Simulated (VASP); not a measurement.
Ni: single point with PBE

Crystal: Ni.

```
Ni
1.0
     0.00000    1.79485    1.79485
     1.79485    0.00000    1.79485
     1.79485    1.79485    0.00000
Ni
1
Cartesian
  0.0000 0.0000 0.0000
```

The cell isn't the ideal one: a relaxed cell with its volume scaled by 1.06.

```
Program                : VASP 6.6.1
Task                   : single point
Functional             : PBE
Potentials or basis    : VASP PAW PBE potentials, release 64 (Ni)
Cutoff                 : 520 eV
k mesh                 : 12 × 12 × 12
Occupations            : gaussian, width 0.1 eV
Spin                   : collinear spin, ferromagnetic start
Starting moments       : [0.8] μB
Further INCAR settings : ALGO = Fast; EDIFF = 1e-07
```

- Pressure: -9.8 GPa
- Band gap on the k mesh: none (metal or under the smearing width)
- Net moment: 0.70 μB per cell
- Site moments: Ni +0.71 μB
- Valence electrons inside the program's atomic spheres: Ni 9.21

Levels at points of the mesh, in eV from the Fermi level:
Spin up:
```csv
k point,band 2,band 3,band 4,band 5,band 6,band 7,band 8,band 9
"(0.00, 0.00, 0.00)",-2.34,-2.34,-2.34,-1.25,-1.25,23.21,26.59,26.59
"(0.50, 0.00, 0.00)",-2.31,-2.31,-0.67,-0.67,-0.18,5.21,21.73,23.62
"(0.50, 0.50, 0.00)",-3.94,-0.61,-0.57,-0.57,2.42,8.67,14.26,14.26
```
Spin down:
```tsv
k point	band 1	band 2	band 3	band 4	band 5	band 6	band 7	band 8	band 9
(0.00, 0.00, 0.00)	-8.63	-1.51	-1.51	-1.51	-0.60	-0.60	23.02	26.58	26.58
(0.50, 0.00, 0.00)	-4.07	-1.62	-1.62	-0.25	0.16	0.16	5.67	21.57	23.71
(0.50, 0.50, 0.00)	-3.94	-3.25	0.07	0.39	0.39	2.37	8.93	14.27	14.27
```

It took 26 s on 1 thread of Intel(R) Xeon(R) Platinum 8488C (Sapphire Rapids), with other jobs on the host, peak memory 0.13 GiB.
